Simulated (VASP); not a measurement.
Consider the following.

```
HoS
1.0
    0.00000     2.70728     2.70728
    2.70728     0.00000     2.70728
    2.70728     2.70728     0.00000
Ho S
1 1
Direct
  0.00000   0.00000   0.00000
  0.50000   0.50000   0.50000
```

The numbers are results of PBEsol GGA, VASP's PBE PAW potentials (set 64) (plane waves; VASP 6.6.1), not measurements. Run with 400 eV cut-off, Gaussian smearing of 0.050 eV, potentials Ho_3 S.

The 4f electrons are frozen in the core of the lanthanide potential, so 4f levels, which can set the real gap, and their magnetism are missing.

Task: Give the energies of bands 5 to 10 at the high-symmetry points, in eV from the Fermi level.

Result: 
```csv
band,Γ,X,U,L,W
5,-3.40,-5.58,-5.83,-7.57,-5.73
6,-3.40,-4.12,-5.49,-5.47,-5.30
7,-3.40,-4.12,-4.83,-5.47,-5.30
8,-0.25,-2.59,-0.69,2.14,0.91
9,-0.25,2.14,3.31,2.99,0.91
10,-0.25,2.77,3.54,3.18,2.72
```

It has no gap at this level: it comes out as a metal or semimetal.

The structure comes from a computed database's HoS entry (Fm-3m); how it stands against other phases isn't given here. It was relaxed first. The electron count is odd and the run is not spin-polarised, which forces a metal.
